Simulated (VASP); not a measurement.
Output of a VASP run:

**OSZICAR**
```
       N       E                     dE             d eps       ncg     rms          rms(c)
DAV:   1     0.999650070318E+03    0.99965E+03   -0.39344E+04  3336   0.261E+03
DAV:   2     0.667975183300E+02   -0.93285E+03   -0.89449E+03  3144   0.756E+02
DAV:   3    -0.140696697956E+03   -0.20749E+03   -0.19979E+03  3536   0.265E+02
DAV:   4    -0.157644347542E+03   -0.16948E+02   -0.16716E+02  3600   0.800E+01
DAV:   5    -0.158304087503E+03   -0.65974E+00   -0.65928E+00  3536   0.162E+01    0.155E+01
DAV:   6    -0.143123535730E+03    0.15181E+02   -0.23993E+01  4472   0.495E+01    0.626E+00
DAV:   7    -0.135661204319E+03    0.74623E+01   -0.52578E+00  3536   0.123E+01    0.394E+00
DAV:   8    -0.140115528924E+03   -0.44543E+01   -0.17939E+00  4008   0.123E+01    0.149E+00
DAV:   9    -0.132104207201E+03    0.80113E+01   -0.15838E+00  3656   0.110E+01    0.125E+00
DAV:  10    -0.133319006233E+03   -0.12148E+01   -0.92890E-01  3400   0.482E+00    0.539E-01
DAV:  11    -0.133415535384E+03   -0.96529E-01   -0.46996E-02  4352   0.127E+00    0.479E-01
DAV:  12    -0.133708726462E+03   -0.29319E+00   -0.11239E-01  3600   0.245E+00    0.254E-01
DAV:  13    -0.133760461874E+03   -0.51735E-01   -0.77971E-02  3632   0.206E+00    0.276E-01
DAV:  14    -0.133785905430E+03   -0.25444E-01   -0.34647E-02  3176   0.135E+00    0.245E-01
DAV:  15    -0.133787184029E+03   -0.12786E-02   -0.79688E-04  4000   0.165E-01    0.249E-01
DAV:  16    -0.133783787881E+03    0.33961E-02   -0.22102E-04  3272   0.101E-01    0.264E-01
DAV:  17    -0.133803741831E+03   -0.19954E-01   -0.11790E-02  4512   0.934E-01    0.141E-01
DAV:  18    -0.133805589896E+03   -0.18481E-02   -0.18766E-03  3544   0.284E-01    0.123E-01
DAV:  19    -0.133807149011E+03   -0.15591E-02   -0.15434E-03  3336   0.212E-01    0.494E-02
DAV:  20    -0.133807158452E+03   -0.94409E-05   -0.30538E-04  4536   0.903E-02    0.241E-02
DAV:  21    -0.133807202827E+03   -0.44374E-04   -0.87561E-05  3336   0.592E-02    0.232E-02
DAV:  22    -0.133807203593E+03   -0.76658E-06   -0.15433E-05  4632   0.287E-02    0.224E-02
DAV:  23    -0.133807251365E+03   -0.47772E-04   -0.46740E-05  3176   0.420E-02    0.162E-02
DAV:  24    -0.133807252197E+03   -0.83177E-06   -0.28939E-06  3808   0.163E-02    0.133E-02
DAV:  25    -0.133807254025E+03   -0.18281E-05   -0.76418E-07  2784   0.944E-03    0.115E-02
DAV:  26    -0.133807253363E+03    0.66142E-06   -0.40479E-06  3728   0.136E-02    0.608E-03
DAV:  27    -0.133807254149E+03   -0.78564E-06   -0.68042E-07  3096   0.777E-03    0.451E-03
DAV:  28    -0.133807254465E+03   -0.31565E-06   -0.27573E-07  2560   0.648E-03    0.304E-03
DAV:  29    -0.133807254629E+03   -0.16470E-06   -0.22079E-07  2496   0.338E-03    0.141E-03
DAV:  30    -0.133807254660E+03   -0.30368E-07   -0.10478E-07  1768   0.296E-03
   1 F= -.13380725E+03 E0= -.13380725E+03  d E =0.000000E+00
       N       E                     dE             ncg
       N       E                     dE             ncg
```

**OUTCAR**
```
------------------------ aborting loop because EDIFF is reached ----------------------------------------
  FORCE on cell =-STRESS in cart. coord.  units (eV):
  Direction    XX          YY          ZZ          XY          YZ          ZX
  --------------------------------------------------------------------------------------
  Total       -0.0219259     -0.0303202      0.0419499      0.0000000      0.0000000      0.0000000
  in kB       -0.2460991     -0.3403182      0.4708512      0.0000000      0.0000000      0.0000000
  external PRESSURE =      -0.0385220 kB  Pullay stress =       0.0000000 kB
  volume of cell :      142.74
      direct lattice vectors                 reciprocal lattice vectors
     2.697393527 -2.697762033  0.000000000     0.185364128 -0.185338808  0.000000000
     2.697393527  2.697762033  0.000000000     0.185364128  0.185338808  0.000000000
     0.000000000  0.000000000  9.807985332     0.000000000  0.000000000  0.101957738
 POSITION                                       TOTAL-FORCE (eV/Angst)
 -----------------------------------------------------------------------------------
      2.69739     -1.31660      8.50687         0.000000     -0.018446      0.000191
      2.69739      1.31660      1.30111         0.000000      0.018446     -0.000191
      2.69739     -1.38116      3.60288         0.000000      0.018446      0.000191
      2.69739      1.38116      6.20510         0.000000     -0.018446     -0.000191
      1.34870     -0.03177      2.45200         0.000000      0.015272     -0.000000
      4.04609      0.03177      7.35599         0.000000     -0.015272     -0.000000
      1.34870      0.03177      7.35599         0.000000     -0.015272      0.000000
      4.04609     -0.03177      2.45200         0.000000      0.015272      0.000000
 -----------------------------------------------------------------------------------
    total drift:                                0.000000      0.000000      0.000000
  FREE ENERGIE OF THE ION-ELECTRON SYSTEM (eV)
  ---------------------------------------------------
  free  energy   TOTEN  =      -133.8072546598 eV

  energy  without entropy=     -133.8072546598  energy(sigma->0) =     -133.80725466

 total charge

# of ion       s       p       d       tot
------------------------------------------
    1        1.223   0.807  10.074  12.104
    2        1.223   0.807  10.074  12.104
    3        1.223   0.807  10.074  12.104
    4        1.223   0.807  10.074  12.104
    5        1.578   3.468   0.000   5.046
    6        1.578   3.468   0.000   5.046
    7        1.578   3.468   0.000   5.046
    8        1.578   3.468   0.000   5.046
--------------------------------------------------
tot         11.207  17.100  40.294  68.601

 Electric field gradients after diagonalization (V/A^2)
 (convention: |V_zz| > |V_xx| > |V_yy|)
----------------------------------------------------------------------
 ion       V_xx      V_yy      V_zz     asymmetry (V_yy - V_xx)/ V_zz
----------------------------------------------------------------------
   1      93.197    92.976  -186.173       0.001
   2      93.197    92.976  -186.173       0.001
   3      93.197    92.976  -186.173       0.001
   4      93.197    92.976  -186.173       0.001
   5      -0.902    -0.567     1.469       0.228
   6      -0.902    -0.567     1.469       0.228
   7      -0.902    -0.567     1.469       0.228
   8      -0.902    -0.567     1.469       0.228
```
(Selected blocks of OUTCAR.)

POSCAR:
```
SnO
1
    2.6973935270    -2.6977620325    -0.0000000000
    2.6973935270     2.6977620325     0.0000000000
    0.0000000000     0.0000000000     9.8079853319
Sn O
4 4
Direct
  0.7440169438   0.2559830562   0.8673416930
  0.2559830562   0.7440169438   0.1326583070
  0.7559830562   0.2440169438   0.3673416930
  0.2440169438   0.7559830562   0.6326583070
  0.2558875654   0.2441124346   0.2500000000
  0.7441124346   0.7558875654   0.7500000000
  0.2441124346   0.2558875654   0.7500000000
  0.7558875654   0.7441124346   0.2500000000
```

**Question.** Write an INCAR and KPOINTS that could have produced this output.

**Answer.** Several could match; the one computed here: the input of the run itself, r2SCAN meta-GGA, plane waves, VASP's PBE PAW potentials (set 64).

INCAR:
```
# general
SYSTEM =SnO
PREC   =Accurate
ENCUT  =520
LREAL  =.False.
LASPH  =.True.

# electronic loop
EDIFF  =1E-7
NELM   =100
ALGO   =Normal
LMAXMIX=4
LMIXTAU=.True.

# smearing
ISMEAR =-5

# functional
METAGGA=R2SCAN

# ions
ISIF   =2

# output
LWAVE  =.False.
LCHARG =.False.
LORBIT =11
NEDOS  =601

# other
LEFG   =.True.
```

File KPOINTS_OPT:
```
k-points along high-symmetry lines
5
Line-mode
Reciprocal
  0.000000   0.000000   0.000000 ! GAMMA
 -0.500000   0.500000   0.000000 ! Y

 -0.500000   0.500000   0.000000 ! Y
 -0.499838   0.500162   0.000000 ! C_0

  0.499838   0.499838   0.000000 ! SIGMA_0
  0.000000   0.000000   0.000000 ! GAMMA

  0.000000   0.000000   0.000000 ! GAMMA
  0.000000   0.000000   0.500000 ! Z

  0.000000   0.000000   0.500000 ! Z
  0.499838   0.499838   0.500000 ! A_0

 -0.499838   0.500162   0.500000 ! E_0
 -0.500000   0.500000   0.500000 ! T

 -0.500000   0.500000   0.500000 ! T
 -0.500000   0.500000   0.000000 ! Y

  0.000000   0.000000   0.000000 ! GAMMA
  0.000000   0.500000   0.000000 ! S

  0.000000   0.500000   0.000000 ! S
  0.000000   0.500000   0.500000 ! R

  0.000000   0.500000   0.500000 ! R
  0.000000   0.000000   0.500000 ! Z

  0.000000   0.000000   0.500000 ! Z
 -0.500000   0.500000   0.500000 ! T
```

KPOINTS:
```
Automatic mesh
0
Gamma
 7 7 3
0 0 0
```

POTCAR, in this order: Sn_d O (PBE.64 set). Program: vasp_std.

The structure comes from a computed database's SnO entry (Cmce); how it stands against other phases isn't given here. It was relaxed first, which changed the volume by -7 %.
